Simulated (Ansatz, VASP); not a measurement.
## Be2N in VASP and in Ansatz

```
Be N
1.0
     1.71546    0.99042    2.19349
    -1.71546    0.99042    2.19349
     0.00000   -1.98084    2.19349
Be N
2 1
Direct
  0.75326 0.75326 0.75326
  0.24674 0.24674 0.24674
  0.50000 0.50000 0.50000
```

Alike in both runs: functional PBE; k mesh 18 × 18 × 18; occupations gaussian, width 0.1 eV; no spin polarisation.

Ansatz relaxed the structure, and its values are those at the end. VASP's run is a single point on that final structure, the one shown.

```csv
,VASP,Ansatz
version,VASP 6.6.1,Ansatz 0.2.0
potentials or method,"VASP PAW PBE potentials, release 64 (Be, N)","scalar-relativistic, plane waves, PAW"
plane-wave cutoff (eV),520,420
valence electrons in the cell,9,9
```

Ansatz gave:

```
gap on the k mesh at the Fermi level (eV) : none
pressure (GPa)                            : 0.0
rms of the force components (eV/Å)        : 0.000
```

**Question.** What did VASP give for the same quantities?

**Answer.** gap on the k mesh at the Fermi level (eV): none; pressure (GPa): 0.2; rms of the force components (eV/Å): 0.008.

A gap of «none» marks a metal or a gap that the smearing closes.
